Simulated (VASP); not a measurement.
```yaml
crystal:
  lattice:
    - [4.30920, 0.00000, 0.00000]
    - [-2.15460, 3.73188, 0.00000]
    - [0.00000, 0.00000, 4.42510]
  atoms:
    - { symbol: La, position: [0.00000, 0.00000, 0.00000] }
    - { symbol: Ga, position: [0.66667, 0.33333, 0.50000] }
    - { symbol: Ga, position: [0.33333, 0.66667, 0.50000] }
```

Calculation: LDA (Ceperley-Alder, Perdew-Zunger), VASP's LDA PAW potentials (set 64) (plane waves; VASP). Numerical set-up: 300 eV cut-off, 9×9×8 Γ-centred mesh, Gaussian smearing of 0.10 eV, potentials La Ga_d.

At this cut-off the stress carries a Pulay error, which pulls relaxed volumes low.

Task: Give the stress tensor in GPa (positive for a compressed cell).

Result: 
```
-4.62   0.00   0.00
 0.00  -4.62   0.00
 0.00   0.00  -3.44
```
The pressure is its mean diagonal, -4.23 GPa.

The structure comes from a measured LaGa2 entry (P6/mmm) of the Crystallography Open Database, whose conditions weren't checked. The cell was not relaxed at this level. The electron count is odd and the run is not spin-polarised, which forces a metal.
